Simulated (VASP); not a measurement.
All values below come from SCAN meta-GGA, VASP's PBE PAW potentials (set 64) (plane waves; VASP).

The input files of a VASP run:

**KPOINTS**
```
Regular mesh
0
G
  10 10 10
```

### INCAR
```
ALGO  =  Normal
ISIF  =  2   # forces and stress, cell fixed
LREAL  =  .FALSE.   # projection in real space or not
LASPH  =  .TRUE.   # aspherical one-centre terms
LMIXTAU  =  .TRUE.
SYSTEM  =  SiC
LCHARG  =  .FALSE.
PREC  =  Accurate
LWAVE  =  .FALSE.
NELM  =  100
METAGGA  =  SCAN
ISMEAR  =  0
ENCUT  =  520
SIGMA  =  0.05
EDIFF  =  1E-7
```

### POSCAR
```
SiC
2.15390
  0.0000000000   0.9999998062   0.9999998062
  0.9999998062   0.0000000000   0.9999998062
  0.9999998062   0.9999998062   0.0000000000
Si C
1 1
Cartesian
  0.0000000000   0.0000000000   0.0000000000
  0.4999999031   0.4999999031   0.4999999031
```

POTCAR, in this order: Si C (PBE.64 set). Program: vasp_std.

**Question.** What will the output report for the number of irreducible k-points (NKPTS), largest plane-wave count, number of space-group operations, FFT grid (NGX, NGY, NGZ)?

**Answer.** 
```json
{
  "number of irreducible k-points (NKPTS)": "47",
  "largest_plane_wave_count": "548",
  "number_of_space_group_operations": "24",
  "FFT grid (NGX, NGY, NGZ)": "24 × 24 × 24"
}
```

The compound is SiC in the zinc blende structure. This cell is one point of a volume scan, at 0.97 of the reference volume.
